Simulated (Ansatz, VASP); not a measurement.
# Two plane-wave programs on Al2BC3

```
Al B C
1.0
     4.15885    0.00000    0.00000
     0.00000    4.15885    0.00000
     0.00000    0.00000    4.17347
Al B C
2 1 3
Direct
  0.00000 0.00000 0.00000
  0.50000 0.50000 0.00000
  0.00000 0.00000 0.50000
  0.50000 0.00000 0.00000
  0.00000 0.50000 0.00000
  0.50000 0.50000 0.50000
```

Alike in both runs: functional PBE; k mesh 4 × 4 × 4; occupations gaussian, width 0.1 eV; no spin polarisation.

Ansatz relaxed the structure, and its values are those at the end. VASP's run is a single point on that final structure, the one shown.

```csv
,VASP,Ansatz
version,VASP 6.6.1,Ansatz 0.2.0
potentials or method,"VASP PAW PBE potentials, release 64 (Al, B, C)","scalar-relativistic, plane waves, PAW"
plane-wave cutoff (eV),520,420
valence electrons in the cell,21,21
```

```csv
,VASP,Ansatz,Ansatz less VASP
gap on the k mesh at the Fermi level (eV),none,none,-
pressure (GPa),0.0,0.1,+0.09
```

A gap of «none» marks a metal or a gap that the smearing closes. With one functional, cell and mesh, what is left measures potentials, basis and numerics.

Caveats: the k mesh is coarse (spacing up to 0.38 Å⁻¹), so the values aren't converged.
